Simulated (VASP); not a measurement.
Runs of VASP 6.6.1 on CdF2. All rows change the cell; the cell of one of them follows. The structure is tetragonal, space group I4/mmm (No. 139). The conventional cell has a = 3.746 Å, b = 3.746 Å, c = 5.099 Å, α = 90.00°, β = 90.00°, γ = 90.00°. Cd (site symmetry 4/mmm) is surrounded by 8 F at 2.27 Å. Around F (site symmetry -4m2) lie 4 Cd at 2.27 Å and 2 F at 2.55 Å. 

```tsv
cell	gap on the mesh (eV)	pressure (GPa)
strain -0.0375 x Voigt [1, 0, 0, 0, 0, 0], atoms carried along	(a)	6.9
strain +0.0750 x Voigt [1, 0, 0, 0, 0, 0], atoms carried along	2.59	-6.9
strain +0.1125 x Voigt [1, 0, 0, 0, 0, 0], atoms carried along	2.34	(b)
strain +0.0375 x Voigt [1, 0, 0, 0, 0, 0], atoms carried along	2.80	(c)
```

Alike in all rows: task single point; level LDA; potentials or basis VASP PAW LDA potentials, release 64 (Cd, F); no spin polarisation; k mesh 8 × 8 × 8; cutoff (eV) 520; smearing gaussian 0.05 eV.

Q: Estimate the missing entries.

A: (a) 3.07; (b) -9.8; (c) -3.3.

A k mesh can miss the band edges, and the runs leave out spin-orbit coupling on Cd.
